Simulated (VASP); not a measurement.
Here is the system:

```
Pt2C
1.0
    3.01167     0.00000     0.00000
   -1.50583     2.60818     0.00000
    0.00000     0.00000     4.85844
C Pt
1 2
Direct
  0.00000   0.00000   0.00000
  0.33333   0.66667   0.25200
  0.66667   0.33333   0.74800
```

The numbers are results of PBE GGA, VASP's PBE PAW potentials (set 64) (plane waves; VASP), not measurements. Run with 400 eV cut-off, 9×9×5 Γ-centred mesh, Gaussian smearing of 0.14 eV, potentials C Pt.

At this cut-off the stress carries a Pulay error, which pulls relaxed volumes low. Unless said otherwise, spin-orbit coupling is left out, though it shifts the bands of the heavy elements here.

### Question
Estimate the energy per atom (σ→0), pressure, largest force, band gap (on the k-mesh) with the smallest direct gap where there is one.

### Answer

```
Property                                                    Result
------------------------  ----------------------------------------
band gap (on the k-mesh)  none (metal, semimetal or under 0.01 eV)
energy per atom (σ→0)                               -6.361 eV/atom
pressure                                                 63.5 kbar
largest force                                           0.708 eV/Å
```

Only differences to runs with the same potentials and settings are physical.

The structure was generated: Pt2C was put into an ordered model structure, which need not be its known phase. The cell was not relaxed at this level.
